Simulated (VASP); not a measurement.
```
CELL_PARAMETERS angstrom
     -1.60736     1.60736     3.90103
      1.60736    -1.60736     3.90103
      1.60736     1.60736    -3.90103
ATOMIC_POSITIONS crystal
  Si 0.33499 0.33499 0.00000
  Si 0.66501 0.66501 0.00000
  W  0.00000 0.00000 0.00000
```

Method: PBE GGA, VASP's PBE PAW potentials (set 64) (plane waves; VASP). Run with 300 eV cut-off, 12×12×12 Γ-centred mesh, Fermi-Dirac smearing of 0.050 eV, potentials Si W_sv.

At this cut-off the stress carries a Pulay error, which pulls relaxed volumes low.

The ions, cell shape and volume are relaxed. What does this cell relax into?

```
CELL_PARAMETERS angstrom
     -1.61277     1.61277     3.93271
      1.61277    -1.61277     3.93271
      1.61277     1.61277    -3.93271
ATOMIC_POSITIONS crystal
  Si 0.33446 0.33446 0.00000
  Si 0.66554 0.66554 0.00000
  W  0.00000 0.00000 0.00000
```
Space group I4/mmm (139), at a tolerance of 0.03 Å.

How do energy and volume change from the first to the last step?

The energy (σ→0) changes by -2.8 meV/atom and the volume by +1.5 %, in 5 ionic steps.

| step | E(σ→0) (eV) | max force (eV/Å) | pressure (GPa) | volume (Å³) |
|---|---|---|---|---|
| 1 | -24.7855 | 0.137 | 3.67 | 40.32 |
| 2 | -24.7685 | 0.113 | -6.19 | 42.14 |
| 3 | -24.7938 | 0.041 | -0.13 | 40.96 |
| 4 | -24.7938 | 0.043 | -0.07 | 40.95 |
| 5 | -24.7939 | 0.009 | 0.07 | 40.92 |

The structure comes from a computed database's Si2W entry (I4/mmm); how it stands against other phases isn't given here. This run relaxes it. Symmetry was kept, so distortions that lower it aren't found. The run is one of a series of settings (EDIFFG = -0.01, IBRION = 2, ISIF = 3, NSW = 50 against the base run), some of them coarse on purpose.
